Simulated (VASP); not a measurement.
Here is the system:

```yaml
crystal:
  lattice:
    - [1.63625, -2.83408, 0.00000]
    - [1.63625, 2.83408, 0.00000]
    - [0.00000, 0.00000, 5.28124]
  atoms:
    - { symbol: Zn, position: [0.66667, 0.33333, 0.50121] }
    - { symbol: Zn, position: [0.33333, 0.66667, 0.00121] }
    - { symbol: O, position: [0.66667, 0.33333, 0.88079] }
    - { symbol: O, position: [0.33333, 0.66667, 0.38079] }
```

Level of theory: PBE GGA with D3 dispersion (zero damping), VASP's PBE PAW potentials (set 64) (plane waves; VASP 6.6.1). Numerical set-up: 520 eV cut-off, 9×9×5 Γ-centred mesh, tetrahedra with Blöchl corrections, potentials Zn O.

Q: Tabulate the total density of states (states/eV per cell) against energy (eV; zero at the valence-band maximum or, without a gap, the Fermi level).

A: 
(E (eV), DOS (states/eV)): (-9.93, 0.00); (-9.69, 0.00); (-9.45, 0.00); (-9.21, 0.00); (-8.97, 0.00); (-8.73, 0.00); (-8.49, 0.00); (-8.25, 0.00); (-8.01, 0.00); (-7.77, 0.00); (-7.53, 0.00); (-7.29, 0.00); (-7.05, 0.00); (-6.81, 0.00); (-6.57, 0.00); (-6.33, 0.00); (-6.09, 0.00); (-5.85, 9.60); (-5.61, 8.14); (-5.37, 13.9); (-5.13, 11.6); (-4.89, 8.20); (-4.65, 0.26); (-4.41, 20.3); (-4.17, 13.4); (-3.93, 0.39); (-3.69, 5.49); (-3.45, 3.66); (-3.21, 2.64); (-2.97, 2.10); (-2.73, 2.49); (-2.49, 1.82); (-2.25, 3.07); (-2.01, 3.85); (-1.77, 3.27); (-1.53, 3.49); (-1.29, 3.89); (-1.05, 6.39); (-0.81, 4.08); (-0.57, 2.51); (-0.33, 1.66); (-0.09, 0.47); (0.15, 0.00); (0.39, 0.00); (0.63, 0.00); (0.87, 0.00); (1.11, 0.01); (1.35, 0.02); (1.59, 0.05); (1.83, 0.08); (2.07, 0.10); (2.31, 0.13); (2.55, 0.16); (2.79, 0.20); (3.03, 0.27); (3.27, 0.30); (3.51, 0.33); (3.75, 0.36); (3.99, 0.40); (4.23, 0.51)
Within 2 eV below the valence-band maximum the largest weight inside VASP's projection spheres is O p, then Zn d.

The compound is ZnO in the wurtzite structure. It was relaxed first.
